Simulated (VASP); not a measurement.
Given:

```
C62N
1.0
    7.14656     0.00000     0.00000
    0.00000     7.14656     0.00000
    0.00000     0.00000     7.14656
C N
62 1
Direct
  0.50058   0.99852   0.99779
  0.62371   0.12520   0.12446
  0.74994   0.25048   0.99908
  0.87525   0.37676   0.12448
  0.74991   0.99979   0.24978
  0.87525   0.12520   0.37603
  0.99975   0.00069   0.00001
  0.12522   0.12512   0.12441
  0.25014   0.25041   0.99782
  0.37821   0.37378   0.12661
  0.50151   0.49895   0.00096
  0.62672   0.62221   0.12664
  0.75001   0.75032   0.99782
  0.87535   0.87521   0.12440
  0.25006   0.99852   0.24973
  0.37822   0.12741   0.37299
  0.49211   0.23898   0.23823
  0.76143   0.50832   0.23826
  0.87306   0.62218   0.37303
  0.50152   0.00176   0.49819
  0.62677   0.12737   0.62150
  0.76149   0.23898   0.50759
  0.87314   0.37372   0.62152
  0.75006   0.99846   0.74965
  0.87540   0.12505   0.87454
  0.00191   0.49985   0.99778
  0.12638   0.62500   0.12583
  0.25089   0.74955   0.99949
  0.37545   0.87411   0.12581
  0.00065   0.25053   0.24980
  0.12551   0.37520   0.37444
  0.25301   0.49997   0.25218
  0.37397   0.62650   0.37775
  0.50045   0.74744   0.25219
  0.62527   0.87492   0.37443
  0.00192   0.99855   0.49913
  0.12645   0.12655   0.62422
  0.25309   0.25293   0.49918
  0.37410   0.37864   0.62565
  0.62186   0.62637   0.62564
  0.74750   0.74738   0.49920
  0.87395   0.87404   0.62421
  0.25095   0.00018   0.74883
  0.37556   0.12655   0.87335
  0.50056   0.25292   0.74665
  0.62534   0.37515   0.87418
  0.74752   0.49989   0.74666
  0.87393   0.62491   0.87333
  0.00189   0.75035   0.24971
  0.12575   0.87467   0.37466
  0.99874   0.49895   0.49823
  0.12581   0.62661   0.62585
  0.24889   0.75159   0.50085
  0.37392   0.87470   0.62584
  0.00197   0.25039   0.74967
  0.12582   0.37534   0.87394
  0.24891   0.50157   0.75081
  0.37388   0.62657   0.87392
  0.49887   0.75153   0.75081
  0.62512   0.87463   0.87396
  0.00027   0.74951   0.74883
  0.12577   0.87468   0.87400
  0.48888   0.51160   0.51076
```
Cell charge -2.

These are PBE GGA, VASP's PBE PAW potentials (set 64) (plane waves; VASP 6.6.1) values and carry that method's errors. Run with PREC = Normal, LREAL = Auto, ISYM = 0, NELECT = 255.0, 400 eV cut-off, 1×1×1 Γ-centred mesh, Gaussian smearing of 0.050 eV, potentials C N. Starting moments (MAGMOM): 63*0.0476. The cell's moment is fixed (NUPDOWN = 3).

At this cut-off the stress carries a Pulay error, which pulls relaxed volumes low. The cell is charged, with a uniform compensating background.  The supercell is sampled at Γ alone, which is coarse: total energies, pressure and levels can be off, energies of defects by several tenths of an eV.

### Question
Predict the cell moment, energy per atom (σ→0), pressure.

### Answer

* **cell moment**: 3.00 μB
* **energy per atom (σ→0)**: -8520 meV/atom
* **pressure**: 11.72 GPa

### Question
Give the moment on each site (PAW-sphere projection).

### Answer

```json
[
 {"site": "C1", "moment (μB)": "0.04"},
 {"site": "C2", "moment (μB)": "-0.01"},
 {"site": "C3", "moment (μB)": "0.01"},
 {"site": "C4", "moment (μB)": "-0.01"},
 {"site": "C5", "moment (μB)": "0.01"},
 {"site": "C6", "moment (μB)": "-0.01"},
 {"site": "C7", "moment (μB)": "0.01"},
 {"site": "C8", "moment (μB)": "0.00"},
 {"site": "C9", "moment (μB)": "0.03"},
 {"site": "C10", "moment (μB)": "0.00"},
 {"site": "C11", "moment (μB)": "0.03"},
 {"site": "C12", "moment (μB)": "0.00"},
 {"site": "C13", "moment (μB)": "0.03"},
 {"site": "C14", "moment (μB)": "0.00"},
 {"site": "C15", "moment (μB)": "0.03"},
 {"site": "C16", "moment (μB)": "0.00"},
 {"site": "C17", "moment (μB)": "0.33"},
 {"site": "C18", "moment (μB)": "0.33"},
 {"site": "C19", "moment (μB)": "0.00"},
 {"site": "C20", "moment (μB)": "0.03"},
 {"site": "C21", "moment (μB)": "0.00"},
 {"site": "C22", "moment (μB)": "0.33"},
 {"site": "C23", "moment (μB)": "0.00"},
 {"site": "C24", "moment (μB)": "0.03"},
 {"site": "C25", "moment (μB)": "0.00"},
 {"site": "C26", "moment (μB)": "0.04"},
 {"site": "C27", "moment (μB)": "0.01"},
 {"site": "C28", "moment (μB)": "0.01"},
 {"site": "C29", "moment (μB)": "0.01"},
 {"site": "C30", "moment (μB)": "0.01"},
 {"site": "C31", "moment (μB)": "0.00"},
 {"site": "C32", "moment (μB)": "0.01"},
 {"site": "C33", "moment (μB)": "0.02"},
 {"site": "C34", "moment (μB)": "0.01"},
 {"site": "C35", "moment (μB)": "0.00"},
 {"site": "C36", "moment (μB)": "0.04"},
 {"site": "C37", "moment (μB)": "0.01"},
 {"site": "C38", "moment (μB)": "0.01"},
 {"site": "C39", "moment (μB)": "0.02"},
 {"site": "C40", "moment (μB)": "0.02"},
 {"site": "C41", "moment (μB)": "0.01"},
 {"site": "C42", "moment (μB)": "0.01"},
 {"site": "C43", "moment (μB)": "0.01"},
 {"site": "C44", "moment (μB)": "0.01"},
 {"site": "C45", "moment (μB)": "0.01"},
 {"site": "C46", "moment (μB)": "0.00"},
 {"site": "C47", "moment (μB)": "0.01"},
 {"site": "C48", "moment (μB)": "0.01"},
 {"site": "C49", "moment (μB)": "0.03"},
 {"site": "C50", "moment (μB)": "0.02"},
 {"site": "C51", "moment (μB)": "0.03"},
 {"site": "C52", "moment (μB)": "0.01"},
 {"site": "C53", "moment (μB)": "0.01"},
 {"site": "C54", "moment (μB)": "0.01"},
 {"site": "C55", "moment (μB)": "0.03"},
 {"site": "C56", "moment (μB)": "0.02"},
 {"site": "C57", "moment (μB)": "0.01"},
 {"site": "C58", "moment (μB)": "0.01"},
 {"site": "C59", "moment (μB)": "0.01"},
 {"site": "C60", "moment (μB)": "0.02"},
 {"site": "C61", "moment (μB)": "0.01"},
 {"site": "C62", "moment (μB)": "0.02"},
 {"site": "N63", "moment (μB)": "0.05"}
]
```

The cell is a supercell with a defect, built from C (diamond): N_C-vac_C, charge -2.
